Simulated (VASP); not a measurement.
Method: PBE GGA, VASP's PBE PAW potentials (set 64) (plane waves; VASP 6.6.1).

Gaps are without spin-orbit coupling.

- volume per atom: 19.87 Å³/atom
- band gap (over mesh and band path): 0.54 eV
- smallest direct gap (over mesh and band path): 0.54 eV
- Hill bulk modulus: 50.3 GPa
- Hill shear modulus: 10.9 GPa

Q: Which relaxed crystal gives these values?
A. NaI, Fm-3m (225)
B. TlCl, Pm-3m (221)
C. CuCl, F-43m (216)
D. MoSe2, P6_3/mmc (194)

A: C, CuCl, F-43m (216)
